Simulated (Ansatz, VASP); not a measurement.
# Cross-check of LaAs between VASP and Ansatz, part 2 of 2

Aim: how closely do two programs agree when they are given the same cell, functional and k mesh? The cell is generated by rule, not measured, and may not be a known phase. The cell is taken from a series of runs on this material, whose earlier steps may have relaxed, scaled, displaced or heated it; both programs get it as it stands.

VASP 6.6.1 and Ansatz 0.2.0.

So far: The starting structure; Ansatz: zone-centre phonons, PBEsol; VASP: zone-centre phonons, PBEsol.

**3. VASP: zone-centre phonons, PBEsol (continued)**

Level of this step: PBEsol; plane waves and PAW (La, As); invented cell (VASP).

Numbers of over 12 decimals in the logs are rounded to 6 here.

OUTCAR, selected parts (step 3):

```text
ion  position               nearest neighbor table
   1  0.000  0.000  0.000-   2 3.19   2 3.19   2 3.19   2 3.19   2 3.19   2 3.19   2 3.19   2 3.19

  LATTYP: Found a simple cubic cell.
 ALAT       =     3.6857417172

 Subroutine GETGRP returns: Found 48 space group operations
 (whereof 48 operations were pure point group operations)

The static configuration has the point symmetry O_h .

 Found     84 irreducible k-points:

   k-points           NKPTS =     84   k-points in BZ     NKDIM =     84   number of bands    NBANDS=     14

   dimension x,y,z NGX =    28 NGY =   28 NGZ =   28
   dimension x,y,z NGXF=    56 NGYF=   56 NGZF=   56

   ENCUT  =  500.0 eV  36.75 Ry    6.06 a.u.   6.72  6.72  6.72*2*pi/ulx,y,z

   NELECT =      16.0000    total number of electrons

 k-points in reciprocal lattice and weights: Automatic mesh
   0.00000000  0.00000000  0.00000000       0.001
   0.08333333  0.00000000  0.00000000       0.003
   0.16666667  0.00000000  0.00000000       0.003
   0.25000000  0.00000000  0.00000000       0.003
   0.33333333  0.00000000  0.00000000       0.003
   0.41666667  0.00000000  0.00000000       0.003
   0.50000000  0.00000000  0.00000000       0.002
   0.08333333  0.08333333  0.00000000       0.007
   0.16666667  0.08333333  0.00000000       0.014
[...]
0.50000000  0.50000000  0.41666667       0.003
   0.50000000  0.50000000  0.50000000       0.001

 average (electrostatic) potential at core
       1 -95.7410       2 -45.2726

  Total        0.0224957      0.0224957      0.0224957      0.0000000     -0.0000000      0.0000000
  in kB        0.7198383      0.7198383      0.7198383      0.0000000     -0.0000000      0.0000000
  external PRESSURE =       0.7198383 kB  Pullay stress =       0.0000000 kB

  energy-cutoff  :      500.00
  volume of cell :       50.07
      direct lattice vectors                 reciprocal lattice vectors
     3.685741717  0.000000000  0.000000000     0.271315810  0.000000000  0.000000000
     0.000000000  3.685741717  0.000000000     0.000000000  0.271315810  0.000000000
     0.000000000  0.000000000  3.685741717     0.000000000  0.000000000  0.271315810

 POSITION                                       TOTAL-FORCE (eV/Angst)
 -----------------------------------------------------------------------------------
      0.00000      0.00000      0.00000         0.000000      0.000000      0.000000
      1.84287      1.84287      1.84287         0.000000      0.000000      0.000000
 -----------------------------------------------------------------------------------
    total drift:                               -0.000000      0.000000      0.000000

 Eigenvectors and eigenvalues of the dynamical matrix
 ----------------------------------------------------

   1 f  =    2.718126 THz    17.078490 2PiTHz   90.666925 cm-1    11.241261 meV
             X         Y         Z           dx          dy          dz
      0.000000  0.000000  0.000000    -0.499059   -0.322771   -0.000000
      1.842871  1.842871  1.842871     0.675286    0.436747   -0.000000

   2 f  =    2.718126 THz    17.078490 2PiTHz   90.666925 cm-1    11.241261 meV
             X         Y         Z           dx          dy          dz
      0.000000  0.000000  0.000000     0.322771   -0.499059   -0.000000
      1.842871  1.842871  1.842871    -0.436747    0.675286    0.000000

   3 f  =    2.718126 THz    17.078490 2PiTHz   90.666925 cm-1    11.241261 meV
             X         Y         Z           dx          dy          dz
      0.000000  0.000000  0.000000    -0.000000   -0.000000   -0.594341
      1.842871  1.842871  1.842871     0.000000    0.000000    0.804213

   4 f/i=    0.008101 THz     0.050901 2PiTHz    0.270225 cm-1     0.033504 meV
             X         Y         Z           dx          dy          dz
      0.000000  0.000000  0.000000    -0.084232    0.771570   -0.210579
      1.842871  1.842871  1.842871    -0.062250    0.570216   -0.155625

   5 f/i=    0.008101 THz     0.050901 2PiTHz    0.270225 cm-1     0.033504 meV
             X         Y         Z           dx          dy          dz
      0.000000  0.000000  0.000000     0.746693    0.000000   -0.298677
      1.842871  1.842871  1.842871     0.551831    0.000000   -0.220733

   6 f/i=    0.008101 THz     0.050901 2PiTHz    0.270225 cm-1     0.033504 meV
             X         Y         Z           dx          dy          dz
      0.000000  0.000000  0.000000     0.286554    0.226801    0.716385
      1.842871  1.842871  1.842871     0.211773    0.167613    0.529432

 ELASTIC MODULI CONTR FROM IONIC RELAXATION (kBar)
 Direction    XX          YY          ZZ          XY          YZ          ZX
 --------------------------------------------------------------------------------
 XX           0.0000      0.0000      0.0000      0.0000      0.0000      0.0000
 YY           0.0000      0.0000      0.0000      0.0000      0.0000      0.0000
 ZZ           0.0000      0.0000      0.0000      0.0000      0.0000      0.0000
 XY           0.0000      0.0000      0.0000      0.0000      0.0000      0.0000
 YZ           0.0000      0.0000      0.0000      0.0000      0.0000      0.0000
 ZX           0.0000      0.0000      0.0000      0.0000      0.0000      0.0000
 --------------------------------------------------------------------------------
```

**4. Side by side**

Known differences besides the potentials themselves: the data sets hold 26 valence electrons in Ansatz (on its default PAW (the set named soft_2) files) and 16 in VASP; the cutoff is 420 eV in Ansatz and 500 eV in VASP; Ansatz makes its cores anew for this functional, VASP keeps those of its PBE data sets. Total energies have different zeros and are not compared.

Both answers:

| quantity | Ansatz | VASP | difference |
| --- | --- | --- | --- |
| optical mode 1 to 3 (cm⁻¹) | 87.6 | 90.7 | -3.34 % |

Modes are paired by rising frequency, not by their patterns, so a pair may set unlike modes beside each other; they are those without the splitting of longitudinal modes.

**5. Summary of results**

```json
{
 "r.m.s. difference of the optical zone-centre modes, each program's sorted by frequency (zone-centre phonons, PBEsol)": "3.0 cm⁻¹",
 "difference in optical mode 1 to 3 (zone-centre phonons, PBEsol)": "-3.3 %"
}
```

The r.m.s. difference of the optical zone-centre modes, each program's sorted by frequency is 3.0 cm⁻¹ (zone-centre phonons, PBEsol). The data sets hold unlike numbers of valence electrons (26 in Ansatz and 16 in VASP), so part of the differences comes from the potentials. Among the rows given in per cent, the largest difference of the zone-centre phonons, PBEsol pair is in optical mode 1 to 3, -3.3 %. How closely two codes agree says nothing of how well the functional describes the real material.

[Lines on the potential files, build, host, timing and source positions are cut from VASP's logs without a mark.]

[Logs are printed without paths, hosts, clocks, repeated set-up lines and the standing remarks that a program may print on its own settings, such as how far it seeks lower states.]

[Hosts, paths, dates, database ids (printed as entryN), source tags and the programs' standing remarks are cut or masked in the printed files.]
